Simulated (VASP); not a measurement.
# Li5AuO4 (C2/m): formation energy of a point defect, part 2 of 4

How easily does a point defect form in Li5AuO4 (C2/m)? The host is relaxed first, then a supercell is run with and without the defect. The start is a computed cell from the Materials Project.

VASP 6.6.1, plane waves and PAW; the level of theory is named at each step.

So far. Step 2 (Relaxing the host crystal): The run ended after 4 ionic steps, 0.007 eV below its first step, once forces and stress met EDIFFG = -0.03.

**3. Screening in the host**

Level of this step: PBEsol; plane waves and PAW (Li, Au, O) (VASP).

Charged cells interact with their images through the host's screening, so the correction needs its dielectric constant.

INCAR

```
SYSTEM = Li5AuO4
PREC = Accurate
ENCUT = 400
EDIFF = 1E-08
NELM = 120
ISMEAR = 0
SIGMA = 0.05
LREAL = .FALSE.
ALGO = Normal
GGA = PS
NBANDS = 30
LASPH = .TRUE.
LWAVE = .FALSE.
LCHARG = .FALSE.
LEPSILON = .TRUE.
```

POSCAR

```
Li5AuO4
1.0
    2.3536617728     -4.7114019376     -0.0054047371
    2.3536617728      4.7114019376     -0.0054047371
   -1.0372305455      0.0000000000      4.5874499603
Li Au O
5 1 4
Direct
    0.2077678253      0.7922321747      0.5000000000
    0.7171973795      0.2828026205      0.0000000000
    0.2828026205      0.7171973795      0.0000000000
    0.7922321747      0.2077678253      0.5000000000
    0.0000000000      0.0000000000      0.0000000000
    0.5000000000      0.5000000000      0.5000000000
    0.4026514359      0.1084814890      0.2502688014
    0.8915185110      0.5973485641      0.7497311986
    0.1084814890      0.4026514359      0.2502688014
    0.5973485641      0.8915185110      0.7497311986
```

KPOINTS

```
Automatic mesh
0
Gamma
4 4 4
0 0 0
```

PAW data sets: Li, Au and O (PBE family, release 64).

Launch:

```
export OMP_NUM_THREADS=5
mpirun -np 1 vasp_std
```

Output:

```text
[banner, memory and clock lines left out]
running    1 mpi-ranks, on    1 nodes
 distrk:  each k-point on    1 cores,    1 groups
 distr:  one band on    1 cores,    1 groups
 Offloading initialized ...    1 GPUs detected
 POSCAR found type information on POSCAR LiAuO
 POSCAR found :  3 types and      10 ions
 [... a notice as in an earlier step ...]

 LDA part: xc-table for (Slater+PW92), standard interpolation
 POSCAR, INCAR and KPOINTS ok, starting setup
 FFT: planning ... GRIDC
 FFT: planning ... GRID_SOFT
 FFT: planning ... GRID
 WAVECAR not read
 entering main loop
       N       E                     dE             d eps       ncg     rms          rms(c)
DAV:   1     0.172225854993E+03    0.17223E+03   -0.17263E+04  1520   0.978E+02
DAV:   2    -0.494553747907E+02   -0.22168E+03   -0.21344E+03  1724   0.238E+02
DAV:   3    -0.636968665227E+02   -0.14241E+02   -0.14145E+02  1778   0.637E+01
DAV:   4    -0.638149427972E+02   -0.11808E+00   -0.11798E+00  1682   0.618E+00
DAV:   5    -0.638160331738E+02   -0.10904E-02   -0.10903E-02  1800   0.564E-01    0.268E+01
DAV:   6    -0.514431295472E+02    0.12373E+02   -0.61729E+01  1666   0.515E+01    0.204E+01
DAV:   7    -0.505562950887E+02    0.88683E+00   -0.66445E+00  1578   0.189E+01    0.884E+00
DAV:   8    -0.503321407193E+02    0.22415E+00   -0.98504E-01  1688   0.600E+00    0.317E+00
DAV:   9    -0.503060842577E+02    0.26056E-01   -0.62891E-02  1852   0.175E+00    0.685E-01
DAV:  10    -0.503074778687E+02   -0.13936E-02   -0.27007E-02  1650   0.880E-01    0.304E-01
DAV:  11    -0.503083328700E+02   -0.85500E-03   -0.17426E-03  1680   0.270E-01    0.100E-01
DAV:  12    -0.503084694801E+02   -0.13661E-03   -0.14414E-04  1640   0.776E-02    0.466E-02
DAV:  13    -0.503084863624E+02   -0.16882E-04   -0.35698E-05  1686   0.391E-02    0.113E-02
DAV:  14    -0.503084878014E+02   -0.14391E-05   -0.90734E-06  1756   0.175E-02    0.559E-03
DAV:  15    -0.503084878976E+02   -0.96194E-07   -0.10694E-06  1688   0.603E-03    0.260E-03
DAV:  16    -0.503084878545E+02    0.43159E-07   -0.23555E-07  1694   0.292E-03    0.275E-04
DAV:  17    -0.503084878530E+02    0.14713E-08   -0.12563E-08  1290   0.651E-04
   1 F= -.50308488E+02 E0= -.50308488E+02  d E =-.169124E-17
 Linear response reoptimize wavefunctions to high precision
DAV:   1    -0.503084878556E+02   -0.25777E-08   -0.77221E-10  1096   0.180E-04
DAV:   2    -0.503084878556E+02   -0.61391E-11   -0.60517E-11   942   0.463E-05
 Linear response G [H, r] |phi>, progress :
  Direction:   1
       N       E                     dE             d eps       ncg     rms
RMM:   1    -0.163570992018E+03   -0.16357E+03    0.90944E+01  3362   0.844E+01
RMM:   2    -0.158925800175E+03    0.46452E+01   -0.69407E+00  2360   0.142E+01
RMM:   3    -0.158970798522E+03   -0.44998E-01   -0.82730E-02  2466   0.128E+00
RMM:   4    -0.158971870777E+03   -0.10723E-02   -0.11980E-03  2570   0.164E-01
RMM:   5    -0.158971883605E+03   -0.12828E-04   -0.32410E-05  2583   0.245E-02
RMM:   6    -0.158971883859E+03   -0.25467E-06   -0.23104E-06  2607   0.421E-03
RMM:   7    -0.158971883859E+03    0.37480E-09   -0.19352E-06  2593   0.118E-03
RMM:   8    -0.158971883854E+03    0.43992E-08   -0.35633E-06  2221   0.710E-04
RMM:   9    -0.158971884255E+03   -0.40023E-06   -0.29202E-07  1629   0.646E-04
RMM:  10    -0.158971884256E+03   -0.17033E-08   -0.88471E-07  1581   0.644E-04
RMM:  11    -0.158971884264E+03   -0.75657E-08    0.40836E-05  1560   0.646E-04
 Linear response G [H, r] |phi>, progress :
  Direction:   2
       N       E                     dE             d eps       ncg     rms
RMM:   1    -0.172246959606E+03   -0.17225E+03    0.59480E+01  3608   0.886E+01
RMM:   2    -0.155734789952E+03    0.16512E+02   -0.11611E+01  2399   0.185E+01
RMM:   3    -0.155811557479E+03   -0.76768E-01   -0.14648E-01  2471   0.170E+00
RMM:   4    -0.155813659051E+03   -0.21016E-02   -0.21041E-03  2557   0.222E-01
RMM:   5    -0.155813674575E+03   -0.15525E-04   -0.11349E-05  2568   0.316E-02
RMM:   6    -0.155813673819E+03    0.75681E-06    0.49808E-05  2600   0.523E-03
RMM:   7    -0.155813673606E+03    0.21273E-06    0.53023E-05  2581   0.128E-03
RMM:   8    -0.155813673502E+03    0.10416E-06    0.54405E-05  2282   0.685E-04
RMM:   9    -0.155813673773E+03   -0.27128E-06    0.59184E-05  1675   0.600E-04
RMM:  10    -0.155813673843E+03   -0.70019E-07    0.85508E-05  1583   0.598E-04
RMM:  11    -0.155813674113E+03   -0.27049E-06    0.27407E-04  1552   0.602E-04
RMM:  12    -0.155813674048E+03    0.65199E-07    0.41657E-05  1494   0.605E-04
 Linear response G [H, r] |phi>, progress :
  Direction:   3
       N       E                     dE             d eps       ncg     rms
RMM:   1    -0.168827127162E+03   -0.16883E+03    0.61545E+01  3519   0.867E+01
RMM:   2    -0.157507620330E+03    0.11320E+02   -0.87627E+00  2376   0.158E+01
RMM:   3    -0.157562588014E+03   -0.54968E-01   -0.10618E-01  2475   0.145E+00
RMM:   4    -0.157563994132E+03   -0.14061E-02   -0.13856E-03  2558   0.183E-01
RMM:   5    -0.157564007908E+03   -0.13776E-04   -0.35401E-05  2581   0.267E-02
RMM:   6    -0.157564008299E+03   -0.39118E-06   -0.24411E-06  2603   0.458E-03
RMM:   7    -0.157564008291E+03    0.76151E-08   -0.15774E-06  2591   0.124E-03
RMM:   8    -0.157564008287E+03    0.42987E-08   -0.16007E-06  2251   0.740E-04
RMM:   9    -0.157564008156E+03    0.13061E-06   -0.60803E-07  1643   0.670E-04
RMM:  10    -0.157564008161E+03   -0.43869E-08   -0.70241E-07  1592   0.668E-04
RMM:  11    -0.157564008172E+03   -0.11432E-07   -0.34071E-06  1560   0.669E-04
RMM:  12    -0.157564008165E+03    0.72224E-08   -0.63132E-05  1512   0.673E-04
 Linear response to external field (no local field effect), progress :
  Direction:   1
       N       E                     dE             d eps       ncg     rms          rms(c)
RMM:   1    -0.849017340646E+00   -0.84902E+00   -0.34190E+00  3154   0.367E+00
RMM:   2    -0.871152508181E+00   -0.22135E-01   -0.18211E-02  2389   0.614E-01
RMM:   3    -0.871368138911E+00   -0.21563E-03   -0.34237E-04  2449   0.677E-02
RMM:   4    -0.871374311357E+00   -0.61724E-05   -0.53162E-06  2506   0.960E-03
RMM:   5    -0.871374385744E+00   -0.74387E-07   -0.19043E-07  2517   0.151E-03
RMM:   6    -0.871374387368E+00   -0.16242E-08   -0.12351E-08  2267   0.265E-04
 change of polarisation eV/A/(eV/A) component  1 :     1.743     0.021     0.499
 dielectric tensor                  component  1 :     4.101     0.037     0.888
 Linear response to external field (no local field effect), progress :
  Direction:   2
       N       E                     dE             d eps       ncg     rms          rms(c)
RMM:   1    -0.107579561138E+01   -0.10758E+01   -0.50718E+00  3135   0.412E+00
RMM:   2    -0.110702736856E+01   -0.31232E-01   -0.25698E-02  2414   0.691E-01
RMM:   3    -0.110733084854E+01   -0.30348E-03   -0.48153E-04  2475   0.748E-02
RMM:   4    -0.110733930027E+01   -0.84517E-05   -0.68350E-06  2524   0.101E-02
RMM:   5    -0.110733940226E+01   -0.10199E-06   -0.24400E-07  2504   0.156E-03
RMM:   6    -0.110733940503E+01   -0.27698E-08   -0.12033E-08  2197   0.266E-04
 change of polarisation eV/A/(eV/A) component  2 :     0.021     2.215    -0.046
 dielectric tensor                  component  2 :     0.037     4.941    -0.083
 Linear response to external field (no local field effect), progress :
  Direction:   3
       N       E                     dE             d eps       ncg     rms          rms(c)
RMM:   1    -0.951987725622E+00   -0.95199E+00   -0.41700E+00  3118   0.388E+00
RMM:   2    -0.980505422528E+00   -0.28518E-01   -0.22717E-02  2412   0.667E-01
RMM:   3    -0.980794056903E+00   -0.28863E-03   -0.45158E-04  2464   0.737E-02
RMM:   4    -0.980801960998E+00   -0.79041E-05   -0.62913E-06  2517   0.103E-02
RMM:   5    -0.980802050521E+00   -0.89523E-07   -0.22906E-07  2517   0.161E-03
RMM:   6    -0.980802053101E+00   -0.25795E-08   -0.19612E-08  2266   0.283E-04
 change of polarisation eV/A/(eV/A) component  3 :     0.499    -0.046     1.962
 dielectric tensor                  component  3 :     0.888    -0.083     4.491
 Linear response to external field, progress :
  Direction:   1
       N       E                     dE             d eps       ncg     rms          rms(c)
RMM:   1    -0.849017340646E+00   -0.84902E+00   -0.34190E+00  3154   0.367E+00
RMM:   2    -0.871152508181E+00   -0.22135E-01   -0.18211E-02  2389   0.614E-01    0.226E+00
RMM:   3    -0.749975643169E+00    0.12118E+00   -0.41446E-01  2427   0.269E+00    0.138E+00
RMM:   4    -0.732322361498E+00    0.17653E-01   -0.79620E-02  2447   0.134E+00    0.545E-01
RMM:   5    -0.754184985428E+00   -0.21863E-01   -0.23373E-02  2478   0.672E-01    0.155E-01
RMM:   6    -0.765502603384E+00   -0.11318E-01   -0.13264E-03  2499   0.179E-01    0.488E-02
RMM:   7    -0.768899497440E+00   -0.33969E-02   -0.25620E-04  2522   0.750E-02    0.253E-02
RMM:   8    -0.769019034113E+00   -0.11954E-03   -0.16890E-05  2554   0.224E-02    0.492E-03
RMM:   9    -0.769070342495E+00   -0.51308E-04   -0.10788E-06  2586   0.700E-03    0.234E-03
RMM:  10    -0.769129068152E+00   -0.58726E-04   -0.93230E-07  2574   0.281E-03    0.235E-04
RMM:  11    -0.769131924565E+00   -0.28564E-05   -0.14765E-07  2626   0.452E-04    0.840E-05
RMM:  12    -0.769133815362E+00   -0.18908E-05   -0.52363E-07  2338   0.156E-04    0.613E-05
RMM:  13    -0.769133259551E+00    0.55581E-06   -0.24217E-08  1738   0.751E-05    0.335E-05
RMM:  14    -0.769132535292E+00    0.72426E-06   -0.17350E-07  1847   0.856E-05    0.403E-06
 change of polarisation eV/A/(eV/A) component  1 :     1.404     0.013     0.363
 dielectric tensor                  component  1 :     3.498     0.024     0.647
 Linear response to external field, progress :
  Direction:   2
       N       E                     dE             d eps       ncg     rms          rms(c)
RMM:   1    -0.107579561138E+01   -0.10758E+01   -0.50718E+00  3135   0.412E+00
RMM:   2    -0.110702736856E+01   -0.31232E-01   -0.25698E-02  2414   0.691E-01    0.304E+00
RMM:   3    -0.956992320900E+00    0.15004E+00   -0.82096E-01  2400   0.369E+00    0.195E+00
RMM:   4    -0.913495590226E+00    0.43497E-01   -0.11772E-01  2391   0.172E+00    0.707E-01
RMM:   5    -0.947966051677E+00   -0.34470E-01   -0.29934E-02  2445   0.926E-01    0.147E-01
RMM:   6    -0.950956508045E+00   -0.29905E-02   -0.17078E-03  2495   0.211E-01    0.779E-02
RMM:   7    -0.954213793160E+00   -0.32573E-02   -0.36866E-04  2493   0.933E-02    0.115E-02
RMM:   8    -0.954504576669E+00   -0.29078E-03   -0.20324E-05  2556   0.148E-02    0.744E-03
RMM:   9    -0.954491255278E+00    0.13321E-04    0.57037E-07  2559   0.889E-03    0.137E-03
RMM:  10    -0.954535484124E+00   -0.44229E-04    0.18590E-06  2583   0.175E-03    0.287E-04
RMM:  11    -0.954542700581E+00   -0.72165E-05    0.14735E-06  2612   0.414E-04    0.114E-04
RMM:  12    -0.954542822110E+00   -0.12153E-06   -0.13740E-06  2178   0.161E-04    0.250E-05
RMM:  13    -0.954542050730E+00    0.77138E-06   -0.19147E-06  1501   0.715E-05    0.104E-05
RMM:  14    -0.954541578010E+00    0.47272E-06    0.35664E-06  1509   0.766E-05    0.560E-06
 change of polarisation eV/A/(eV/A) component  2 :     0.022     1.762    -0.040
 dielectric tensor                  component  2 :     0.040     4.136    -0.072
 Linear response to external field, progress :
  Direction:   3
       N       E                     dE             d eps       ncg     rms          rms(c)
RMM:   1    -0.951987725622E+00   -0.95199E+00   -0.41700E+00  3118   0.388E+00
RMM:   2    -0.980505422528E+00   -0.28518E-01   -0.22717E-02  2412   0.667E-01    0.262E+00
RMM:   3    -0.841165465785E+00    0.13934E+00   -0.56376E-01  2426   0.312E+00    0.165E+00
RMM:   4    -0.812387288590E+00    0.28778E-01   -0.10429E-01  2430   0.154E+00    0.617E-01
RMM:   5    -0.837217857314E+00   -0.24831E-01   -0.27597E-02  2464   0.775E-01    0.147E-01
RMM:   6    -0.846078770792E+00   -0.88609E-02   -0.13881E-03  2505   0.175E-01    0.595E-02
RMM:   7    -0.849708189209E+00   -0.36294E-02   -0.35974E-04  2506   0.908E-02    0.271E-02
RMM:   8    -0.849827275646E+00   -0.11909E-03   -0.20885E-05  2547   0.239E-02    0.569E-03
RMM:   9    -0.849845442881E+00   -0.18167E-04   -0.13635E-06  2572   0.782E-03    0.239E-03
RMM:  10    -0.849912311879E+00   -0.66869E-04   -0.37813E-07  2555   0.297E-03    0.293E-04
RMM:  11    -0.849918194121E+00   -0.58822E-05    0.59556E-07  2606   0.510E-04    0.101E-04
RMM:  12    -0.849920216616E+00   -0.20225E-05    0.15896E-06  2302   0.154E-04    0.596E-05
RMM:  13    -0.849919791453E+00    0.42516E-06   -0.12052E-06  1785   0.834E-05    0.323E-05
RMM:  14    -0.849918882153E+00    0.90930E-06   -0.13045E-06  1874   0.899E-05    0.462E-06
 change of polarisation eV/A/(eV/A) component  3 :     0.363    -0.053     1.560
 dielectric tensor                  component  3 :     0.647    -0.094     3.775
 Born effective charges drift removed
```

It took 3.7 min on 1 × NVIDIA H100 80GB HBM3, 81559 MiB with 1 MPI rank of AMD EPYC 7R13 (Zen 3), card shared with another run, shared host; peak memory 1.8 GiB.

Parts of OUTCAR (step 3):

```text
  LATTYP: Found a base centered monoclinic cell.
 ALAT       =     4.7073359565
 B/A-ratio  =     2.0017275083
 C/A-ratio  =     0.9991316360
 COS(beta)  =    -0.2227741188

The static configuration has the point symmetry C_2h.

 Found     24 irreducible k-points:

   k-points           NKPTS =     24   k-points in BZ     NKDIM =     24   number of bands    NBANDS=     30

   dimension x,y,z NGX =    36 NGY =   36 NGZ =   32
   dimension x,y,z NGXF=    72 NGYF=   72 NGZF=   64

   ENCUT  =  400.0 eV  29.40 Ry    5.42 a.u.   8.59  8.59  7.67*2*pi/ulx,y,z

   NELECT =      40.0000    total number of electrons

  Total       -2.4622647     -2.3937913     -2.4400167      0.0000000      0.0000000      0.0394152
  in kB      -38.7949602    -37.7161079    -38.4444260      0.0000000      0.0000000      0.6210177
  external PRESSURE =     -38.3184980 kB  Pullay stress =       0.0000000 kB

  energy-cutoff  :      400.00
  volume of cell :      101.69
      direct lattice vectors                 reciprocal lattice vectors
     2.353661773 -4.711401938 -0.005404737     0.212545295 -0.106125524  0.048056867
     2.353661773  4.711401938 -0.005404737     0.212545295  0.106125524  0.048056867
    -1.037230545  0.000000000  4.587449960     0.000500824  0.000000000  0.218099266

 POSITION                                       TOTAL-FORCE (eV/Angst)
 -----------------------------------------------------------------------------------
      1.83505      2.75365      2.28832         0.000000      0.016945      0.000000
      2.35366     -2.04661     -0.00540         0.000000      0.005157      0.000000
      2.35366      2.04661     -0.00540         0.000000     -0.005157      0.000000
      1.83505     -2.75365      2.28832         0.000000     -0.016945      0.000000
      0.00000      0.00000      0.00000         0.000000     -0.000000      0.000000
      1.83505      0.00000      2.28832         0.000000     -0.000000      0.000000
      0.94345     -1.38595      1.14533         0.007109     -0.009460     -0.000753
      2.72665     -1.38595      3.43131        -0.007109     -0.009460      0.000753
      0.94345      1.38595      1.14533         0.007109      0.009460     -0.000753
      2.72665      1.38595      3.43131        -0.007109      0.009460      0.000753
 -----------------------------------------------------------------------------------
    total drift:                               -0.000000      0.000000      0.000000

 MACROSCOPIC STATIC DIELECTRIC TENSOR (including local field effects in DFT)
 ------------------------------------------------------
           3.498247     0.000000     0.646510
           0.000000     4.136140     0.000000
           0.646511     0.000000     3.775393
 ------------------------------------------------------

 PIEZOELECTRIC TENSOR (including local field effects)  for field in x, y, z        (C/m^2)
          XX          YY          ZZ          XY          YZ          ZX
  --------------------------------------------------------------------------------
  x     0.00000     0.00000     0.00000     0.00000     0.00000     0.00000
  y     0.00000     0.00000     0.00000     0.00000     0.00000     0.00000
  z     0.00000     0.00000     0.00000     0.00000     0.00000     0.00000

 BORN EFFECTIVE CHARGES (including local field effects) (in |e|, cummulative output)
 ---------------------------------------------------------------------------------
 ion    1
    1     1.08099     0.00000    -0.21552
    2     0.00000     1.17062     0.00000
    3    -0.00541     0.00000     0.62470
 ion    2
    1     0.96500     0.00000     0.24973
    2     0.00000     1.27200     0.00000
    3     0.05874     0.00000     1.38620
 ion    3
    1     0.96500     0.00000     0.24973
    2     0.00000     1.27200     0.00000
    3     0.05874     0.00000     1.38620
 ion    4
    1     1.08099     0.00000    -0.21552
    2     0.00000     1.17062     0.00000
    3    -0.00541     0.00000     0.62470
 ion    5
    1     1.08304     0.00000     0.32081
    2     0.00000     0.72669     0.00000
    3     0.28354     0.00000     1.23661
 ion    6
    1     0.66036     0.00000     1.27058
    2     0.00000     2.21932     0.00000
    3     1.35853     0.00000     1.27312
 ion    7
    1    -1.45885    -0.50255    -0.41495
    2    -0.41530    -1.95781    -0.62127
    3    -0.43718    -0.62646    -1.63288
 ion    8
    1    -1.45885     0.50255    -0.41495
    2     0.41530    -1.95781     0.62127
    3    -0.43718     0.62646    -1.63288
 ion    9
    1    -1.45885     0.50255    -0.41495
    2     0.41530    -1.95781     0.62127
    3    -0.43718     0.62646    -1.63288
 ion   10
    1    -1.45885    -0.50255    -0.41495
    2    -0.41530    -1.95781    -0.62127
    3    -0.43718    -0.62646    -1.63288

[... 1 part as in an earlier step ...]

[... 3 further parts left out ...]
```

Energies printed during the response cycles are not total energies of the cell. The dielectric response converges more slowly with the mesh than energies do, so tensor and charges may still move on a finer one.

This step gave:

```yaml
fermi_energy: 2.331 eV
gap_on_the_k_mesh: 2.006 eV
least_direct_gap_on_the_k_mesh: 2.006 eV
```

Electronic dielectric tensor with local fields:

```
3.50 0.00 0.65
0.00 4.14 0.00
0.65 0.00 3.78
```

Born effective charge (e), principal values of the symmetric part by kind of site:

```
atom  atoms with these values    low  middle   high   mean
 Li1                        2   0.60    1.11   1.17   0.96
 Li2                        2   0.91    1.27   1.44   1.21
 Li5                        1   0.73    0.85   1.47   1.02
 Au6                        1  -0.38    2.22   2.32   1.38
  O7                        4  -2.74   -1.20  -1.10  -1.68
```

In full for Li1:

```
 1.08  0.00 -0.22
 0.00  1.17  0.00
-0.01  0.00  0.62
```

The electrons screen with a mean of 3.80; the ions' part was not run for this cell, so the correction is too large where they screen.

[end of part 2 of 4]

[Lines on the potential files, build, host, timing and source positions are cut from VASP's logs without a mark.]

[Logs are printed without paths, hosts, clocks, repeated set-up lines and the standing remarks that a program may print on its own settings, such as how far it seeks lower states.]

[Hosts, paths, dates, database ids (printed as entryN), source tags and the programs' standing remarks are cut or masked in the printed files.]

[In band tables of VASP the shares of atoms and orbitals are scaled to a sum of 1 inside the atoms' spheres.]

[Runs that stopped without an error message from VASP are left out.]
